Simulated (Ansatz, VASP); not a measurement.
ZnCd2Se3: VASP beside Ansatz

File INCAR:

```
SYSTEM = ZnCd2Se3
PREC = Accurate
ENCUT = 520
EDIFF = 1E-6
ISMEAR = 0
SIGMA = 0.1
LREAL = .False.
LASPH = .True.
NELM = 60
ALGO = Normal
ISIF = 2
LWAVE = .False.
LCHARG = .True.
GGA = PE
LELF = .True.
LVHAR = .True.
NBANDS = 36
```

File KPOINTS:

```
regular mesh
0
Gamma
  3 3 4
  0 0 0
```

POSCAR

```
ZnCd2Se3
1.0
    6.7183286700      0.0000000000      0.0000000000
   -3.3591643300      5.8182433000      0.0000000000
    0.0000000000      0.0000000000      4.3564859300
Zn Cd Se
1 2 3
Direct
    0.0000000000      0.0000000000      0.5000000000
    0.3333333300      0.6666666700      0.6450252900
    0.6666666700      0.3333333300      0.3549747100
    0.5000000000      0.0000000000      0.5000000000
    0.0000000000      0.5000000000      0.5000000000
    0.5000000000      0.5000000000      0.5000000000
```

Input for Ansatz:

```yaml
crystal:
  lattice:
    - [6.71832867, 0.0, 0.0]
    - [-3.35916433, 5.8182433, 0.0]
    - [0.0, 0.0, 4.35648593]
  atoms:
    - { symbol: Zn, position: [0.0, 0.0, 0.5] }
    - { symbol: Cd, position: [0.33333333, 0.66666667, 0.64502529] }
    - { symbol: Cd, position: [0.66666667, 0.33333333, 0.35497471] }
    - { symbol: Se, position: [0.5, 0.0, 0.5] }
    - { symbol: Se, position: [0.0, 0.5, 0.5] }
    - { symbol: Se, position: [0.5, 0.5, 0.5] }
basis:
  ecutwfc: 420
kpoints:
  mp_grid: { grid: [3, 3, 4] }
hamiltonian:
  xc: pbe
scf:
  occupations: { method: gaussian, width: 0.1 }
  lower_state_search: "off"
output:
  forces: true
  stress: true
  eigenvalues: true
```

Alike in both runs: task single point; functional PBE; k mesh 3 × 3 × 4; occupations gaussian, width 0.1 eV; no spin polarisation.

```csv
,VASP,Ansatz
version,VASP 6.6.1,Ansatz 0.2.0
potentials or method,"VASP PAW PBE potentials, release 64 (Zn, Cd, Se)","scalar-relativistic, plane waves, PAW"
plane-wave cutoff (eV),520,420
valence electrons in the cell,54,100
```

```tsv
	VASP	Ansatz	Ansatz less VASP
gap on the k mesh at the Fermi level (eV)	none	none	-
rms of the force components (eV/Å)	3.173	3.068	-0.1050
```

Atom by atom the forces differ by 0.105 eV/Å (rms over components). A gap of «none» marks a metal or a gap that the smearing closes. The two sets of potentials don't hold the same shells in valence.

Caveats: the k mesh is coarse (spacing up to 0.36 Å⁻¹), so the values aren't converged; forces of over 1 eV/Å show positions far from the minimum, so gaps and moduli don't describe the material at rest.
